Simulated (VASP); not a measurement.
All values below come from PBE GGA, VASP's PBE PAW potentials (set 64) (plane waves; VASP).

Input for VASP

**INCAR**
```
ALGO = Normal
EDIFF = 1E-6
ENCUT = 520
GGA = PE
ISMEAR = 0
LASPH = T
LCHARG = F
LMAXMIX = 6
LREAL = F
LWAVE = T
NELM = 100
PREC = Accurate
SIGMA = 0.05
SYSTEM = HgTe
```

**POSCAR**
```
HgTe
1.0
  0.0000000000   3.3273268960   3.3273268960
  3.3273268960   0.0000000000   3.3273268960
  3.3273268960   3.3273268960   0.0000000000
Hg Te
1 1
direct
  0.0000000000   0.0000000000   0.0000000000
  0.2500000000   0.2500000000   0.2500000000
```

**KPOINTS**
```
Automatic mesh
0
Gamma
6 6 6
0 0 0
```

POTCAR, in this order: Hg Te (PBE.64 set). Program: vasp_std.

Unless said otherwise, spin-orbit coupling is left out, though it shifts the bands of the heavy elements here.

Estimate the energy per atom (σ→0), band gap (on the k-mesh).

| Item | Result |
|---|---|
| energy per atom (σ→0) | -1.821 eV/atom |
| band gap (on the k-mesh) | none (metal, semimetal or under 0.01 eV) |

File OSZICAR:
```
...
DAV:   7    -0.364195269010E+01    0.54886E-02   -0.98930E-02   466   0.241E+00    0.209E+00
DAV:   8    -0.364149850184E+01    0.45419E-03   -0.94591E-03   436   0.129E+00    0.536E-01
DAV:   9    -0.364154974432E+01   -0.51242E-04   -0.83169E-04   491   0.349E-01    0.111E-01
DAV:  10    -0.364158328852E+01   -0.33544E-04   -0.96576E-05   452   0.982E-02    0.511E-02
DAV:  11    -0.364159868118E+01   -0.15393E-04   -0.32955E-05   461   0.464E-02    0.246E-02
DAV:  12    -0.364159766507E+01    0.10161E-05   -0.40864E-06   496   0.161E-02    0.150E-02
DAV:  13    -0.364159764576E+01    0.19301E-07   -0.28627E-07   243   0.408E-03
   1 F= -.36415976E+01 E0= -.36414191E+01  d E =-.357089E-03
```

The compound is HgTe in the zinc blende structure. It was relaxed first, which changed the volume by +9 %.
